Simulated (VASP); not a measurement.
The input files of a VASP run:

**KPOINTS**
```
Automatic mesh
0
Gamma
5 5 5
0 0 0
```

POSCAR:
```
Si
1.0
  4.6827332206   2.7035767984   1.8741371313
 -4.6827332222   2.7035767956   1.8741371313
  0.0000000016  -5.4071545822   1.8741371237
Si
8
Cartesian
 -3.2732655680  -0.8235164024   2.3688845723
  3.2732655680   0.8235154142   3.2535268140
  2.3498185904  -2.4229733913   2.3688845708
 -2.3498185904   2.4229724031   3.2535268155
  0.9234469776   3.2464885446   2.3688845761
 -0.9234469776  -3.2464895328   3.2535268102
 -0.0000000000  -0.0000007071   4.0232536790
 -0.0000000000  -0.0000002811   1.5991577073
```

**INCAR**
```
# general
SYSTEM  = Si
PREC    = Accurate
ENCUT   = 400
LREAL   = .FALSE.
LASPH   = .TRUE.

# electronic loop
EDIFF   = 1E-6
NELM    = 100
ALGO    = Normal
LMIXTAU = .TRUE.

# smearing
ISMEAR  = 0
SIGMA   = 0.05

# functional
METAGGA = R2SCAN

# ions
IBRION  = 2
NSW     = 60
ISIF    = 3
EDIFFG  = -0.02

# output
LWAVE   = .FALSE.
LCHARG  = .FALSE.
```

POTCAR, in this order: Si (PBE.64 set). Program: vasp_std.

Write an equivalent input for Ansatz.

One equivalent input (not run):
Ansatz 0.2 input:
```yaml
crystal:
  lattice:
    - [4.6827332, 2.7035768, 1.8741371]
    - [-4.6827332, 2.7035768, 1.8741371]
    - [0.0000000, -5.4071546, 1.8741371]
  atoms:
    - { symbol: Si, position: [0.0210581, 0.7200656, 0.5228631] }
    - { symbol: Si, position: [0.9789419, 0.2799344, 0.4771369] }
    - { symbol: Si, position: [0.5228631, 0.0210581, 0.7200656] }
    - { symbol: Si, position: [0.4771369, 0.9789419, 0.2799344] }
    - { symbol: Si, position: [0.7200656, 0.5228631, 0.0210581] }
    - { symbol: Si, position: [0.2799344, 0.4771369, 0.9789419] }
    - { symbol: Si, position: [0.7155744, 0.7155744, 0.7155744] }
    - { symbol: Si, position: [0.2844256, 0.2844256, 0.2844256] }
kpoints:
  mp_grid: { grid: [5, 5, 5] }
hamiltonian:
  xc: r2scan
  pseudopotentials: { kind: paw }
scf:
  occupations: { method: gaussian, width: 0.05 }
  max_iter: 100
relax:
  max_steps: 60
  f_tol: 0.02
  cell: {}
output: { forces: true, stress: true, eigenvalues: true }
```
Limits of the translation: each code has its own PAW files, so the cut-off isn't converted (ENCUT is set for VASP's; basis.ecutwfc is left out, and Ansatz then takes the one that its files recommend); Ansatz stops its SCF on the density residual and VASP on the energy change (EDIFF).

The structure comes from a computed database's Si entry (R-3); how it stands against other phases isn't given here. This run relaxes it. Symmetry was kept, so distortions that lower it aren't found. The start is the result of an earlier pass.
